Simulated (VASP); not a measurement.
The system is HoO.

```
CELL_PARAMETERS angstrom
3.06403 0.00000 0.00000
-1.53202 2.65353 0.00000
0.00000 0.00000 2.99034
ATOMIC_POSITIONS crystal
Ho 0.00000 0.00000 0.00000
O 0.66667 0.33333 0.50000
```

The cell comes from a database or a generator and needn't be the stable form of this composition.

Base run:

```yaml
Program: VASP 6.6.1
Functional: PBEsol
Potentials_or_basis: VASP PAW PBE potentials, release 64 (Ho, O)
Cutoff: 520 eV
k_mesh: 7 × 7 × 6
Occupations: gaussian, width 0.05 eV
Spin: no spin polarisation
Hubbard_terms: Ho f U = 2 eV
```

Its results: band gap on the k mesh none (metal or under the smearing width); pressure 19.6 GPa.

Question: The run is repeated on the same cell with these changes: spin from no spin polarisation to collinear spin, random start; further incar settings from ALGO = Normal; EDIFF = 1e-07 to ALGO = Normal; EDIFF = 1e-06; NBANDS = 24. What comes out?

Answer: Band gap on the k mesh none (metal or under the smearing width); pressure 23.2 GPa; net moment -3.55 μB per cell; site moments Ho -3.57; O +0.01 μB.

Caveats: the PAW data sets were made with another functional, which shifts forces and pressure a little; an odd number of electrons without spin polarisation forces a metal (some runs); a magnetic or distorted state may lie lower (some runs); U without spin polarisation on a metal has little footing (some runs); the magnetic or orbital state may not be the lowest (some runs); spin-orbit coupling is left out, which moves the levels of the heavy elements (some runs).

Not every run made on this cell is shown here.
